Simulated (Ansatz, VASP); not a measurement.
# LiTaS3: VASP beside Ansatz, part 2 of 3

Wanted: the spread between two codes on one cell, functional and k mesh. The cell is generated by rule, not measured, and may not be a known phase. The cell is taken from a series of runs on this material, whose earlier steps may have relaxed, scaled, displaced or heated it; both programs get it as it stands.

VASP 6.6.1 and Ansatz 0.2.0.

So far: Set-up; Ansatz: relaxation of cell and atoms, PBEsol, pair 1.

## 3. VASP: relaxation of cell and atoms, PBEsol, pair 1

Level of this step: PBEsol; plane waves and PAW (Li_sv, Ta_pv, S); invented cell (VASP).

The same cell, functional, mesh and smearing now go to VASP, with its own data sets.

Lines of VASP's logs that name or quote its potential files are left out, and so is its time.

Input file INCAR:

```
SYSTEM = LiTaS3
PREC = Accurate
ENCUT = 750
EDIFF = 1E-07
NELM = 120
ISMEAR = 1
SIGMA = 0.2
LREAL = .FALSE.
ALGO = Normal
GGA = PS
NBANDS = 22
LASPH = .TRUE.
LORBIT = 11
LWAVE = .FALSE.
LCHARG = .FALSE.
ISIF = 3
IBRION = 2
NSW = 80
EDIFFG = -0.005
GGA_COMPAT = .FALSE.
NELMIN = 4
KPAR = 2
```

Input file POSCAR:

```
LiTaS3
1.0
    4.8302450000      0.0000000000      0.0000000000
    0.0000000000      4.8302450000      0.0000000000
    0.0000000000      0.0000000000      4.7529400000
Li Ta S
1 1 3
Direct
    0.0000000000      0.0000000000      0.6822987456
    0.5000000000      0.5000000000      0.5613102627
    0.5000000000      0.0000000000      0.5496726237
    0.5000000000      0.5000000000      0.0548241720
    0.0000000000      0.5000000000      0.5496726237
```

Input file KPOINTS:

```
Automatic mesh
0
Gamma
8 8 8
0 0 0
```

PAW data sets: Li_sv, Ta_pv and S (PBE family, release 64).

The run is started by

```console
$ mpirun -np 2 vasp_std
```

Numbers of over 12 decimals in the logs are rounded to 6 here.

Log:

```text
[banner, memory and clock lines left out]
running    2 mpi-ranks, on    1 nodes
 distrk:  each k-point on    1 cores,    2 groups
 distr:  one band on    1 cores,    1 groups

 POSCAR found type information on POSCAR LiTaS
 POSCAR found :  3 types and       5 ions
|                                                                             |
|               ----> ADVICE to this user running VASP <----                  |
|                                                                             |
|     You enforced a specific xc type in the INCAR file but a different       |
|     [... a line on the potential file left out ...]
|     I HOPE YOU KNOW WHAT YOU ARE DOING!                                     |
|                                                                             |

 LDA part: xc-table for (Slater+PW92), standard interpolation
 POSCAR, INCAR and KPOINTS ok, starting setup
 FFT: planning ... GRIDC
 FFT: planning ... GRID_SOFT
 FFT: planning ... GRID
 WAVECAR not read
 entering main loop
       N       E                     dE             d eps       ncg     rms          rms(c)
DAV:   1     0.262426765295E+03    0.26243E+03   -0.18473E+04  3300   0.177E+03
DAV:   2    -0.140355469206E+02   -0.27646E+03   -0.26565E+03  4288   0.355E+02
DAV:   3    -0.334218655624E+02   -0.19386E+02   -0.19003E+02  5256   0.806E+01
DAV:   4    -0.346235719586E+02   -0.12017E+01   -0.11960E+01  5602   0.161E+01
DAV:   5    -0.347110808068E+02   -0.87509E-01   -0.87502E-01  4980   0.292E+00    0.196E+01
DAV:   6    -0.320288299877E+02    0.26823E+01   -0.73940E+00  3750   0.184E+01    0.943E+00
DAV:   7    -0.318733432316E+02    0.15549E+00   -0.98460E-01  3762   0.626E+00    0.642E+00
DAV:   8    -0.318211381321E+02    0.52205E-01   -0.23973E-01  3950   0.392E+00    0.875E-01
DAV:   9    -0.318095854659E+02    0.11553E-01   -0.43585E-02  3872   0.162E+00    0.237E-01
DAV:  10    -0.318119397664E+02   -0.23543E-02   -0.42207E-03  4296   0.423E-01    0.133E-01
DAV:  11    -0.318146476847E+02   -0.27079E-02   -0.18560E-03  3624   0.219E-01    0.528E-02
DAV:  12    -0.318151242481E+02   -0.47656E-03   -0.43926E-04  3914   0.119E-01    0.343E-02
DAV:  13    -0.318152667572E+02   -0.14251E-03   -0.18791E-04  3732   0.849E-02    0.186E-02
DAV:  14    -0.318152692879E+02   -0.25307E-05   -0.25099E-05  4108   0.330E-02    0.413E-03
DAV:  15    -0.318152709139E+02   -0.16261E-05   -0.34544E-06  4648   0.940E-03    0.231E-03
DAV:  16    -0.318152713775E+02   -0.46353E-06   -0.47639E-07  3556   0.364E-03    0.118E-03
DAV:  17    -0.318152714584E+02   -0.80931E-07   -0.18113E-07  3180   0.212E-03
   1 F= -.31815271E+02 E0= -.31813614E+02  d E =-.318153E+02
 curvature:   0.00 expect dE= 0.000E+00 dE for cont linesearch  0.000E+00
 trial: gam= 0.00000 g(F)=  0.132E-05 g(S)=  0.167E-03 ort = 0.000E+00 (trialstep = 0.100E+01)
 search vector abs. value=  0.169E-03
 bond charge predicted
       N       E                     dE             d eps       ncg     rms          rms(c)
DAV:   1    -0.318158813243E+02   -0.60995E-03   -0.16683E-02  3852   0.102E+00    0.217E-01
DAV:   2    -0.318154286267E+02    0.45270E-03   -0.88792E-04  4420   0.222E-01    0.879E-02
DAV:   3    -0.318153103558E+02    0.11827E-03   -0.36360E-04  4064   0.983E-02    0.318E-02
DAV:   4    -0.318152936847E+02    0.16671E-04   -0.32975E-05  4156   0.471E-02    0.272E-02
DAV:   5    -0.318152919499E+02    0.17348E-05   -0.41402E-06  3904   0.140E-02    0.124E-02
DAV:   6    -0.318152902636E+02    0.16863E-05   -0.14225E-06  4264   0.781E-03    0.272E-03
DAV:   7    -0.318152901550E+02    0.10862E-06   -0.12613E-07  3104   0.239E-03    0.841E-04
DAV:   8    -0.318152902151E+02   -0.60111E-07   -0.29588E-08  2514   0.119E-03
   2 F= -.31815290E+02 E0= -.31813627E+02  d E =-.187567E-04
 trial-energy change:   -0.000019  1 .order   -0.000020   -0.000169    0.000128
 step:   0.5607(harm=  0.5685)  dis= 0.00007  next Energy=   -31.815318 (dE=-0.470E-04)
 bond charge predicted
       N       E                     dE             d eps       ncg     rms          rms(c)
DAV:   1    -0.318154308300E+02   -0.14068E-03   -0.32184E-03  3834   0.449E-01    0.953E-02
DAV:   2    -0.318153420845E+02    0.88746E-04   -0.17127E-04  4364   0.973E-02    0.386E-02
DAV:   3    -0.318153190460E+02    0.23038E-04   -0.70382E-05  4020   0.433E-02    0.139E-02
DAV:   4    -0.318153169196E+02    0.21264E-05   -0.62139E-06  4170   0.204E-02    0.120E-02
DAV:   5    -0.318153178673E+02   -0.94775E-06   -0.77472E-07  3708   0.609E-03    0.541E-03
DAV:   6    -0.318153185270E+02   -0.65972E-06   -0.26470E-07  3208   0.351E-03    0.116E-03
DAV:   7    -0.318153185823E+02   -0.55315E-07   -0.44443E-08  2700   0.142E-03
   3 F= -.31815319E+02 E0= -.31813658E+02  d E =-.471239E-04
 curvature:  -0.28 expect dE=-0.358E-06 dE for cont linesearch -0.648E-08
 trial: gam=-0.00416 g(F)=  0.115E-05 g(S)=  0.110E-06 ort = 0.196E-05 (trialstep = 0.912E+00)
 search vector abs. value=  0.125E-05
 reached required accuracy - stopping structural energy minimisation
```

Parts of OUTCAR (step 3):

```text
ion  position               nearest neighbor table
   1  0.000  0.000  0.682-   3 2.50   5 2.50   5 2.50   3 2.50
   2  0.500  0.500  0.561-   4 2.35   4 2.41   5 2.42   3 2.42   3 2.42   5 2.42
   3  0.500  0.000  0.550-   2 2.42   2 2.42   1 2.50   1 2.50
   4  0.500  0.500  0.055-   2 2.35   2 2.41
   5  0.000  0.500  0.550-   2 2.42   2 2.42   1 2.50   1 2.50

  LATTYP: Found a simple tetragonal cell.
 ALAT       =     4.8302450000
 C/A-ratio  =     0.9839956358

 Subroutine GETGRP returns: Found  8 space group operations
 (whereof  8 operations were pure point group operations)

The static configuration has the point symmetry C_4v.

 Found     75 irreducible k-points:

   k-points           NKPTS =     75   k-points in BZ     NKDIM =     75   number of bands    NBANDS=     22

   dimension x,y,z NGX =    48 NGY =   48 NGZ =   42
   dimension x,y,z NGXF=    96 NGYF=   96 NGZF=   84

   ENCUT  =  750.0 eV  55.12 Ry    7.42 a.u.  10.79 10.79 10.61*2*pi/ulx,y,z

   NELECT =      32.0000    total number of electrons

 k-points in reciprocal lattice and weights: Automatic mesh
   0.00000000  0.00000000  0.00000000       0.002
   0.12500000  0.00000000  0.00000000       0.008
   0.25000000  0.00000000  0.00000000       0.008
   0.37500000  0.00000000  0.00000000       0.008
   0.50000000  0.00000000  0.00000000       0.004
   0.12500000  0.12500000  0.00000000       0.008
   0.25000000  0.12500000  0.00000000       0.016
   0.37500000  0.12500000  0.00000000       0.016
   0.50000000  0.12500000  0.00000000       0.008
[...]
0.50000000  0.37500000  0.50000000       0.008
   0.50000000  0.50000000  0.50000000       0.002

 average (electrostatic) potential at core
       1 -61.9908       2 -40.8847       3 -88.4815       4 -88.3652       5 -88.4815

 E-fermi :   2.6841

 k-point     1 :       0.0000    0.0000    0.0000
  band No.  band energies     occupation
    ...
     15       1.8444      2.00000
     16       1.9101      2.00000
     17       2.0692      2.00012
     18       2.2768      2.01418
     19       2.2768      2.01418
     20       4.5411     -0.00000
     21       4.7541     -0.00000
     22       5.8606     -0.00000

 k-point     2 :       0.1250    0.0000    0.0000
  band No.  band energies     occupation
    ...
     14       1.5986      2.00000
     15       1.8197      2.00000
     16       1.8906      2.00000
     17       2.2193      2.00490
     18       2.5879      1.71916
     19       2.8824     -0.04842
     20       4.6702     -0.00000
     21       5.2116     -0.00000
     22       6.0726     -0.00000

 k-point     3 :       0.2500    0.0000    0.0000
  band No.  band energies     occupation
    ...
     13       0.4104      2.00000
     14       1.2306      2.00000
     15       1.8315      2.00000
     16       1.8679      2.00000
     17       2.2569      2.01006
     18       3.4993     -0.00000
     19       3.8182     -0.00000
     20       4.6808     -0.00000
     21       5.7047     -0.00000
     22       6.8122      0.00000

  Total        0.0017584      0.0017584     -0.0022897      0.0000000      0.0000000      0.0000000
  in kB        0.0253748      0.0253748     -0.0330411      0.0000000      0.0000000      0.0000000
  external PRESSURE =       0.0059029 kB  Pullay stress =       0.0000000 kB

  energy-cutoff  :      750.00
  volume of cell :      111.03
      direct lattice vectors                 reciprocal lattice vectors
     4.832320165  0.000000000  0.000000000     0.206939931  0.000000000  0.000000000
     0.000000000  4.832320165  0.000000000     0.000000000  0.206939931 -0.000000000
     0.000000000  0.000000000  4.754708266     0.000000000  0.000000000  0.210317846

 POSITION                                       TOTAL-FORCE (eV/Angst)
 -----------------------------------------------------------------------------------
      0.00000      0.00000      3.24418         0.000000      0.000000      0.000263
      2.41616      2.41616      2.66894        -0.000000      0.000000      0.004143
      2.41616      4.83232      2.61346         0.000000     -0.000000     -0.001329
      2.41616      2.41616      0.26071         0.000000     -0.000000     -0.001749
      0.00000      2.41616      2.61346         0.000000     -0.000000     -0.001329
 -----------------------------------------------------------------------------------
    total drift:                                0.000000     -0.000000      0.000145

  FREE ENERGIE OF THE ION-ELECTRON SYSTEM (eV)
  ---------------------------------------------------
  free  energy   TOTEN  =       -31.8153185823 eV

  energy  without entropy=      -31.8103356969  energy(sigma->0) =      -31.81365762

 reached required accuracy - stopping structural energy minimisation

 total charge
# of ion       s       p       d       tot
------------------------------------------
    1        2.010   0.045   0.000   2.054
    2        0.311   6.225   2.230   8.766
    3        1.322   2.436   0.000   3.758
    4        1.335   2.390   0.000   3.725
    5        1.322   2.436   0.000   3.758
--------------------------------------------------
tot          6.301  13.532   2.230  22.063

[... 3 further parts left out ...]
```

CONTCAR:

```
LiTaS3
   1.00000000000000
     4.8323201654950161    0.0000000000000000    0.0000000000000000
     0.0000000000000000    4.8323201654950161    0.0000000000000000
     0.0000000000000000    0.0000000000000000    4.7547082659231261
  Li              Ta              S
     1     1     3
Direct
     0.0000000000000000    0.0000000000000000    0.6823086994312481
     0.5000000000000000    0.5000000000000000    0.5613249080513926
     0.5000000000000000    1.0000000000000000    0.5496565308532563
     0.5000000000000000    0.5000000000000000    0.0548317585108366
     0.0000000000000000    0.5000000000000000    0.5496565308532563
```

The run keeps the 8 symmetry operations of its start, so it cannot find a distortion of lower symmetry.

## 4. Comparison

Known differences besides the potentials themselves: the data sets hold 34 valence electrons in Ansatz (on its PAW soft_1 files) and 32 in VASP; the cutoff is 420 eV in Ansatz and 750 eV in VASP; Ansatz makes its cores anew for this functional, VASP keeps those of its PBE data sets; Ansatz adds a Pulay correction to the stress that steers its cell, VASP none. Total energies have different zeros and are not compared.

The two programs side by side:

```tsv
quantity	Ansatz	VASP	difference
volume (Å³)	110.89	111.03	-0.12 %
edge a after relaxation, in the typed setting (Å)	4.830	4.832	-0.04 %
edge c after relaxation, in the typed setting (Å)	4.753	4.755	-0.04 %
```

## 5. VASP: relaxation of cell and atoms, PBEsol, pair 2

The relaxed volume is the usual yardstick between codes: in a stiff, nearly cubic crystal its relative difference is about their pressure difference at one cell divided by the bulk modulus.

INCAR is that of step 3.

Input file POSCAR:

```
LiTaS3
1.0
    4.6772130000      0.0000000000      0.0000000000
    0.0000000000      3.3887190000      3.4927650000
    0.0000000000     -3.3887190000      3.4927650000
Li Ta S
1 1 3
Direct
    0.0000000000      0.1582741753      0.1582741753
    0.5000000000      0.4432392388      0.4432392388
    0.5000000000      0.4743954512      0.9777626528
    0.5000000000      0.9777626528      0.4743954512
    0.0000000000      0.5186106137      0.5186106137
```

KPOINTS is that of step 3.

The run is started by

```console
$ mpirun -np 2 vasp_std
```

Log:

```text
[banner, memory and clock lines left out]
running    2 mpi-ranks, on    1 nodes
[...]
[... a notice as in an earlier step ...]

 LDA part: xc-table for (Slater+PW92), standard interpolation
 POSCAR, INCAR and KPOINTS ok, starting setup
[...]
entering main loop
       N       E                     dE             d eps       ncg     rms          rms(c)
DAV:   1     0.259035531495E+03    0.25904E+03   -0.18269E+04  4620   0.176E+03
DAV:   2    -0.141350025233E+02   -0.27317E+03   -0.26177E+03  6032   0.354E+02
DAV:   3    -0.330645303842E+02   -0.18930E+02   -0.18596E+02  7226   0.796E+01
DAV:   4    -0.342651351508E+02   -0.12006E+01   -0.11945E+01  7696   0.156E+01
[...]
DAV:  15    -0.317140444138E+02   -0.70704E-06   -0.22254E-06  6848   0.815E-03    0.410E-03
DAV:  16    -0.317140448180E+02   -0.40415E-06   -0.53082E-07  5096   0.432E-03    0.148E-03
DAV:  17    -0.317140448318E+02   -0.13844E-07   -0.57016E-08  4192   0.168E-03
   1 F= -.31714045E+02 E0= -.31715142E+02  d E =-.317140E+02
[... from here on, the cycles between the ionic steps are left out ...]
   2 F= -.31714088E+02 E0= -.31715182E+02  d E =-.432276E-04
   3 F= -.31714105E+02 E0= -.31715200E+02  d E =-.604633E-04
   4 F= -.31714147E+02 E0= -.31715221E+02  d E =-.421799E-04
   5 F= -.31714165E+02 E0= -.31715216E+02  d E =-.598124E-04
   6 F= -.31714195E+02 E0= -.31715234E+02  d E =-.300271E-04
   7 F= -.31714220E+02 E0= -.31715235E+02  d E =-.552688E-04
[...]
reached required accuracy - stopping structural energy minimisation
```

OUTCAR, selected parts (step 5):

```text
  Total        0.0031677     -0.0203001     -0.0058467      0.0000000      0.0000000      0.0000000
  in kB        0.0457313     -0.2930702     -0.0844083      0.0000000      0.0000000      0.0000000
  external PRESSURE =      -0.1105824 kB  Pullay stress =       0.0000000 kB

 POSITION                                       TOTAL-FORCE (eV/Angst)
 -----------------------------------------------------------------------------------
      0.00000      0.00000      1.10909         0.000000      0.000000      0.003304
      2.33713      0.00000      3.09526         0.000000      0.000000     -0.002095
      2.33713     -1.70723      5.08262         0.000000      0.004081     -0.002505
      2.33713      1.70723      5.08262         0.000000     -0.004081     -0.002505
      0.00000      0.00000      3.63276         0.000000      0.000000      0.003800
 -----------------------------------------------------------------------------------
    total drift:                                0.000000     -0.000000     -0.000128

  FREE ENERGIE OF THE ION-ELECTRON SYSTEM (eV)
  ---------------------------------------------------
  free  energy   TOTEN  =       -31.7142203763 eV

  energy  without entropy=      -31.7172644008  energy(sigma->0) =      -31.71523505

[... 1 part as in an earlier step ...]

[... 3 further parts left out ...]
[key lines of the parts left out:]
E-fermi :   2.8799
```

The run keeps the 4 symmetry operations of its start, so it cannot find a distortion of lower symmetry.

## 6. Ansatz: relaxation of cell and atoms, PBEsol, pair 2

The same cell, functional, mesh and smearing now go to Ansatz, which takes its cutoff from its data sets.

The cell is taken from a series of runs on this material, whose earlier steps may have relaxed, scaled, displaced or heated it; both programs get it as it stands.

Input file input.yaml:

```yaml
crystal:
  lattice:
    - [4.6772127656, 0.0, 0.0]
    - [0.0, 3.3887191982, 3.4927653547]
    - [0.0, -3.3887191982, 3.4927653547]
  atoms:
    - { symbol: Li, position: [0.0, 0.1582741479, 0.1582741479] }
    - { symbol: Ta, position: [0.5, 0.4432391842, 0.4432391842] }
    - { symbol: S, position: [0.5, 0.4743954252, 0.9777625533] }
    - { symbol: S, position: [0.5, 0.9777625533, 0.4743954252] }
    - { symbol: S, position: [0.0, 0.5186104995, 0.5186104995] }
kpoints:
  mp_grid: { grid: [8, 8, 8] }
hamiltonian:
  xc: pbesol
  pseudopotentials: { kind: paw, azcp: { folder: soft_1 }, xc_functional: pbe }
scf:
  occupations: { method: methfessel_paxton, width: 0.2 }
output:
  forces: true
  stress: true
  eigenvalues: true
relax:
  adjacent_minimum: "off"
  f_tol: 0.001
  max_steps: 60
  cell: { stress_tol: 0.01 }
```

The run is started by

```console
$ ansatz run input.yaml --threads 8 --pin off --max-ram 16384MiB --backend cpu --events-out ev --progress --plain --runs-dir out
```

Log:

```text
[...]
Crystal: 5 atoms, lattice volume = 110.719 Å³
Basis set: ecut = 420 eV, 2147 PW (Γ), exchange–correlation on 64×72×72 points (8 copies of the dense FFT grid, shifted against one another)
Bands: 22, of which v1, the nominal top of the filled ones, is band 17 counted from 1 (16 counted from 0)
Symmetry: 4 space group operations
[...]
k-points: 105 of 512 (time reversal used)
[...]
cell:  # Å, volume = 110.7182 Å³
    - [4.677043, 0.0, 0.0]
    - [0.0, 3.388652, 3.492935]
    - [0.0, -3.388652, 3.492935]
  atoms:
    - { symbol: Li, position: [0.0, 0.158307, 0.158307] }
    - { symbol: Ta, position: [0.5, 0.443224, 0.443224] }
    - { symbol: S, position: [0.5, 0.474389, 0.977737] }
    - { symbol: S, position: [0.5, 0.977737, 0.474389] }
    - { symbol: S, position: [0.0, 0.518625, 0.518625] }
[key lines of the parts left out:]
SCF converged after 7 iterations
Free energy (F): -12669.194271 eV
Fermi energy:    5.748764 eV
P = ⅓ Tr σ = -0.0001 GPa (-0.001 kbar)
```

## 7. Differences

What differs besides the data sets and the points named for the pairs above, as far as they apply: the data sets hold 34 valence electrons in Ansatz (on its PAW soft_1 files) and 32 in VASP. Total energies have different zeros and are not compared.

The two programs side by side:

```tsv
quantity	Ansatz	VASP	difference
volume (Å³)	110.72	110.98	-0.23 %
edge a after relaxation, in the typed setting (Å)	4.677	4.674	+0.06 %
edge b after relaxation, in the typed setting (Å)	4.867	4.874	-0.15 %
```

(Continued in part 3 of 3.)

[Lines on the potential files, build, host, timing and source positions are cut from VASP's logs without a mark.]

[Logs are printed without paths, hosts, clocks, repeated set-up lines and the standing remarks that a program may print on its own settings, such as how far it seeks lower states.]

[Hosts, paths, dates, database ids (printed as entryN), source tags and the programs' standing remarks are cut or masked in the printed files.]
